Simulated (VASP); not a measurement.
# Co5Sn2As2 (P1) in VASP: reference runs

Aim: a first look at Co5Sn2As2 with PBE, on the cell as given.

Program: VASP 6.6.1. These are calculated values, not measurements. Logs are shortened: lines on timing, memory, paths and dates and some standing lists are left out, and cuts for length are marked.

### Step 1. The cell of the first run

The typed cell holds 9 atoms: a = 4.138 Å, b = 4.097 Å, c = 9.752 Å, α = 90.04°, β = 91.54°, γ = 119.87°.

The cell comes from a database or a generator and needn't be the stable form of this composition.

### Step 2. Single point, PBE, collinear spin, ferromagnetic start

File INCAR:

```
SYSTEM = Co5Sn2As2
  PREC = Accurate
  ENCUT = 520
  EDIFF = 1E-7
  ISMEAR = -1
  SIGMA = 0.05
  LREAL = .FALSE.
  LASPH = .TRUE.
  NELM = 120
  ALGO = Normal
  ISIF = 2
  LWAVE = .FALSE.
  LCHARG = .FALSE.
  ISPIN = 2
  MAGMOM = 2 2 2 2 2 0 0 0 0
  LORBIT = 11
  LMAXMIX = 4
  GGA = PE
  NBANDS = 56
```

File KPOINTS:

```
Automatic mesh
0
G
  8 8 3
  0 0 0
```

File POSCAR:

```
Co5Sn2As2
1.0
    4.1378360600      0.0164122000     -0.0556010000
   -2.0547046400      3.5442794800     -0.0014844700
   -0.1311765700     -0.0797788600      9.7512134100
Co Sn As
5 2 2
Direct
    0.7415558500      0.3081437300      0.8552629100
    0.6776678300      0.3708688300      0.3760950100
    0.7162293400      0.3624774300      0.1446041400
    0.6246945900      0.3282652700      0.6067237100
    0.3224367700      0.6525692500      0.0273097500
    0.9526607000      0.9494188400      0.0099220800
    0.9495721200      0.9647414300      0.5050021100
    0.2930142400      0.6944060600      0.7254093700
    0.3888352200      0.7024424800      0.2496709200
```

Potentials or basis: VASP PAW PBE potentials, release 64 (Co, Sn_d, As).

On the command line:

```sh
> cat potpaw_PBE.64/Co/POTCAR potpaw_PBE.64/Sn_d/POTCAR potpaw_PBE.64/As/POTCAR > POTCAR
> mpirun -np 1 vasp_std > vasp.out
```

OUTCAR:

```text
SYSTEM = Co5Sn2As2
   PREC = Accurate
   ENCUT = 520
   EDIFF = 1E-7
   ISMEAR = -1
   LREAL = .FALSE.
   LASPH = .TRUE.
   NELM = 120
   ISIF = 2
   ISPIN = 2
   LORBIT = 11
   GGA = PE

 ion  position               nearest neighbor table
   1  0.742  0.308  0.855-   8 2.42   4 2.47   6 2.53   8 2.57   5 2.64   6 2.75   3 2.84   5 2.93
                             6 3.25
   2  0.678  0.371  0.376-   4 2.26   3 2.27   7 2.44   9 2.52   9 2.67   7 2.72   9 2.87   7 2.94

   3  0.716  0.362  0.145-   2 2.27   6 2.49   5 2.49   9 2.57   9 2.59   9 2.60   5 2.68   6 2.69
                             5 2.76   1 2.84   6 3.00
   4  0.625  0.328  0.607-   2 2.26   1 2.47   7 2.48   8 2.55   7 2.59   8 2.63   7 2.66   8 2.76
[... 9 lines left out ...]
   9  0.389  0.702  0.250-   5 2.18   2 2.52   3 2.57   3 2.59   3 2.60   2 2.67   2 2.87   6 3.14
                             7 3.15

  LATTYP: Found a triclinic cell.
 ALAT       =     4.1256781871
 B/A-ratio  =     0.9929991994
 C/A-ratio  =     2.3638348802
 COS(alpha) =     0.0006934244
 COS(beta)  =     0.0276865599
 COS(gamma) =     0.4934281517

  Lattice vectors:

 A1 = (  -2.0831314200,  -3.5606916800,   0.0570854700)
 A2 = (   2.0547046400,  -3.5442794800,   0.0014844700)
 A3 = (  -0.1311765700,  -0.0797788600,   9.7512134100)

Analysis of symmetry for initial positions (statically):
=====================================================================
 Subroutine PRICEL returns:
 Original cell was already a primitive cell.

 Routine SETGRP: Setting up the symmetry group for a
 triclinic supercell.

 Subroutine GETGRP returns: Found  1 space group operations
 (whereof  1 operations were pure point group operations)
 out of a pool of  2 trial point group operations.

The static configuration has the point symmetry C_1 .

Analysis of symmetry for dynamics (positions and initial velocities):
=====================================================================
 Subroutine PRICEL returns:
 Original cell was already a primitive cell.

 Routine SETGRP: Setting up the symmetry group for a
 triclinic supercell.

 Subroutine GETGRP returns: Found  1 space group operations
 (whereof  1 operations were pure point group operations)
 out of a pool of  2 trial point group operations.

The dynamic configuration has the point symmetry C_1 .

Analysis of structural, dynamic, and magnetic symmetry:
=====================================================================
 Subroutine PRICEL returns:
 Original cell was already a primitive cell.

 Routine SETGRP: Setting up the symmetry group for a
 triclinic supercell.

 Subroutine GETGRP returns: Found  1 space group operations
 (whereof  1 operations were pure point group operations)
 out of a pool of  2 trial point group operations.

The overall configuration has the point symmetry C_1 .

 Subroutine INISYM returns: Found  1 space group operations
 (whereof  1 operations are pure point group operations),
 and found     1 'primitive' translations

----------------------------------------------------------------------------------------

                                     Primitive cell

  volume of cell :     143.3012

  direct lattice vectors                    reciprocal lattice vectors
     4.137836060  0.016412200 -0.055601000     0.241176611  0.139817759  0.004388297
    -2.054704640  3.544279480 -0.001484470    -0.001085846  0.281516260  0.002288598
    -0.131176570 -0.079778860  9.751213410     0.001375013  0.000840091  0.102576710

  length of vectors
     4.138242150  4.096795137  9.752422003     0.278808932  0.281527657  0.102589365

  position of ions in fractional coordinates (direct lattice)
     0.741555850  0.308143730  0.855262910
     0.677667830  0.370868830  0.376095010
     0.716229340  0.362477430  0.144604140
     0.624694590  0.328265270  0.606723710
     0.322436770  0.652569250  0.027309750
[... 72 lines left out ...]
   total plane-waves  NPLWV =  76800
   dimension x,y,z NGX =    32 NGY =   30 NGZ =   80
   dimension x,y,z NGXF=    64 NGYF=   60 NGZF=  160
   ions per type =               5   2   2
   NGX,Y,Z   is equivalent  to a cutoff of  12.86, 12.17, 13.64 a.u.
   NGXF,Y,Z  is equivalent  to a cutoff of  25.71, 24.35, 27.27 a.u.
 SYSTEM =  Co5Sn2As2
   PREC   = accura    normal or accurate (medium, high low for compatibility)
   ISTART =      0    job   : 0-new  1-cont  2-samecut
   ICHARG =      2    charge: 1-file 2-atom 10-const
   ISPIN  =      2    spin polarized calculation?
   LNONCOLLINEAR =      F non collinear calculations
   LSORBIT =      F    spin-orbit coupling
   LASPH  =      T    aspherical Exc in radial PAW
   ENCUT  =  520.0 eV  38.22 Ry    6.18 a.u.   7.69  7.62 18.13*2*pi/ulx,y,z
   NELM   =    120;   NELMIN=  2; NELMDL= -5     # of ELM steps
   EDIFF  = 0.1E-06   stopping-criterion for ELM
   LREAL  =      F    real-space projection
   EDIFFG = 0.1E-05   stopping-criterion for IOM
   NSW    =      0    number of steps for IOM
   IBRION =     -1    ionic relax: 0-MD 1-quasi-New 2-CG
   NFREE  =      0    steps in history (QN), initial steepest desc. (CG)
   ISIF   =      2    stress and relaxation
   ISYM   =      2    0-nonsym 1-usesym 2-fastsym
   POTIM  = 0.5000    time-step for ionic-motion
   TEBEG  =    0.0;   TEEND  =   0.0 temperature during run
   PSTRESS=    0.0 pullay stress
   NELECT =      83.0000    total number of electrons
   NUPDOWN=      -1.0000    fix difference up-down
   EMIN   =  10.00;   EMAX   =-10.00  energy-range for DOS
   EFERMI =   0.00;   METHOD = LEGACY
   ISMEAR =    -1;   SIGMA  =   0.05  broadening in eV -4-tet -1-fermi 0-gaus
   EFERMI_NEDOS =   21; number of points for ismear=-14 and -15
   IALGO  =     38    algorithm
   IMIX   =      4    mixing-type and parameters
     AMIX     =   0.40;   BMIX     =  1.00
     AMIX_MAG =   1.60;   BMIX_MAG =  1.00
  volume/ion in A,a.u.               =      15.92       107.45
  Fermi-wavevector in a.u.,A,eV,Ry     =   1.364638  2.578792 25.337281  1.862238
  Thomas-Fermi vector in A             =   2.490937
   LORBIT       =     11    0 simple, 1 ext, 2 COOP (PROOUT), +10 PAW based schemes
   GGA     = PE    functional components
   LHFCALC =     F    Hartree Fock is set to
   AEXX    =    0.0000 exact exchange contribution
   IVDW    =     0    specifies the selected vdW correction
   LEPSILON=     F    determine dielectric tensor
   LRPA    =     F    only Hartree local field effects (RPA)
 spin polarized calculation
  energy-cutoff  :      520.00
  volume of cell :      143.30
 maximum number of plane-waves:      3889
   NGX = 15   NGY = 15   NGZ = 37

 number of electron      83.0000000 magnetization      10.0000000

 number of electron      83.0000015 magnetization       4.8998562

 Free energy of the ion-electron system (eV)
  ---------------------------------------------------
  ext. energy  EPLUGINS =         0.00000000
  ---------------------------------------------------
  free energy    TOTEN  =       -50.43826313 eV

  energy without entropy =      -50.35839581  energy(sigma->0) =      -50.39832947

 E-fermi :   8.4732     XC(G=0): -11.6169

 val. band max:        8.4702539092   @ k =  -0.0000   0.2500   0.3333
 cond. band min:       8.4736159829   @ k =   0.3750  -0.3750   0.3333
 fundamental gap:      0.0033620737
 Fermi energy:         8.4731981626

 spin component 1

 k-point     1 :       0.0000    0.0000    0.0000
  band No.  band energies     occupation
      1     -12.8037      1.00000
      2     -12.7492      1.00000
      3     -12.7366      1.00000
      4     -12.7252      1.00000
      5     -12.7154      1.00000
      6     -12.7143      1.00000
[... 1333 lines left out ...]
     52      13.3649      0.00000
     53      14.0602      0.00000

 [... further k-points ...]

 spin component 2

 k-point     1 :       0.0000    0.0000    0.0000
  band No.  band energies     occupation
      1     -12.8108      1.00000
      2     -12.7580      1.00000
      3     -12.7478      1.00000
      4     -12.7340      1.00000
      5     -12.7244      1.00000
      6     -12.7243      1.00000
[... 1333 lines left out ...]
     52      13.6719      0.00000
     53      14.2800      0.00000

 [... further k-points ...]

 [bands above 53 left out]

------------------------ aborting loop because EDIFF is reached ----------------------------------------

  FORCE on cell =-STRESS in cart. coord.  units (eV):
  Direction    XX          YY          ZZ          XY          YZ          ZX
  --------------------------------------------------------------------------------------
  -------------------------------------------------------------------------------------
  Total        1.8018818      0.7422026      4.0156772      0.5310338     -0.9269661      0.8737370
  in kB       20.1459126      8.2981844     44.8972183      5.9372150    -10.3639299      9.7688038
  external PRESSURE =      24.4471051 kB  Pullay stress =       0.0000000 kB

 VOLUME and BASIS-vectors are now :
 -----------------------------------------------------------------------------
  energy-cutoff  :      520.00
  volume of cell :      143.30
      direct lattice vectors                 reciprocal lattice vectors
     4.137836060  0.016412200 -0.055601000     0.241176611  0.139817759  0.004388297
    -2.054704640  3.544279480 -0.001484470    -0.001085846  0.281516260  0.002288598
    -0.131176570 -0.079778860  9.751213410     0.001375013  0.000840091  0.102576710

 POSITION                                       TOTAL-FORCE (eV/Angst)
 -----------------------------------------------------------------------------------
      2.32310      1.03609      8.29816        -0.836013      0.067964      0.025048
      1.99272      1.29558      3.62915        -0.086355     -1.129375     -1.011683
      2.19989      1.28494      1.36970        -0.343091     -1.034556     -0.294176
      1.83081      1.12531      5.88107        -0.051704     -0.462144      1.736277
     -0.01023      2.31600      0.24741        -0.853895     -1.087652     -1.415930
      1.98988      3.37985      0.04237         2.000551      2.138143     -1.144817
      1.88067      3.39461      4.87015         0.046106      1.845571     -0.134933
     -0.30951      2.40811      7.05630         0.494132     -0.222921      0.585854
      0.13287      2.47612      2.41193        -0.369732     -0.115030      1.654360
 -----------------------------------------------------------------------------------
    total drift:                               -0.000013      0.000313     -0.001916

  FREE ENERGIE OF THE ION-ELECTRON SYSTEM (eV)
  ---------------------------------------------------
  free  energy   TOTEN  =       -50.4382631349 eV

  energy  without entropy=      -50.3583958141  energy(sigma->0) =      -50.39832947

 total charge

# of ion       s       p       d       tot
------------------------------------------
    1        0.382   0.361   7.363   8.106
    2        0.454   0.444   7.356   8.254
    3        0.408   0.448   7.404   8.259
    4        0.446   0.451   7.387   8.283
    5        0.464   0.547   7.584   8.595
    6        1.152   1.369  10.108  12.628
    7        1.171   1.156  10.051  12.377
    8        1.238   1.362   0.059   2.659
    9        1.223   1.430   0.086   2.739
--------------------------------------------------
tot          6.937   7.568  57.398  71.902

 magnetization (x)

# of ion       s       p       d       tot
------------------------------------------
    1        0.009   0.002   1.126   1.137
    2        0.006  -0.004   1.276   1.278
    3        0.007   0.007   1.095   1.109
    4        0.003  -0.002   1.012   1.013
    5        0.002  -0.008   0.527   0.520
    6       -0.004  -0.044  -0.003  -0.051
    7        0.002  -0.057  -0.004  -0.059
    8        0.010  -0.012  -0.002  -0.005
    9        0.011   0.002  -0.004   0.008
--------------------------------------------------
tot          0.045  -0.115   5.022   4.951
```

Run time: 31 min. Hardware: 1 thread of Intel Xeon 6975P-C (Granite Rapids), shared host; peak memory 1.1 GiB.

Results:

- Free energy: -50.4383 eV
- Pressure: 2.4 GPa
- Largest force: 3.144 eV/Å
- Band gap on the k mesh: none (metal or under the smearing width)
- Net moment: 4.90 μB per cell
- Site moments: Co +1.14, +1.28, +1.11, +1.01, +0.52; Sn -0.05, -0.06; As -0.01, +0.01 μB
- Valence electrons inside the program's atomic spheres: Co 8.11, 8.25, 8.26, 8.28, 8.60; Sn 12.63, 12.38; As 2.66, 2.74

Forces on the atoms (eV/Å):
```
Co  -0.836  0.068  0.025
Co  -0.086 -1.129 -1.012
Co  -0.343 -1.035 -0.294
Co  -0.052 -0.462  1.736
Co  -0.854 -1.088 -1.416
Sn   2.001  2.138 -1.145
Sn   0.046  1.846 -0.135
As   0.494 -0.223  0.586
As  -0.370 -0.115  1.654
```

Caveat: forces of over 1 eV/Å show positions far from the minimum, so gaps and moduli don't describe the material at rest.
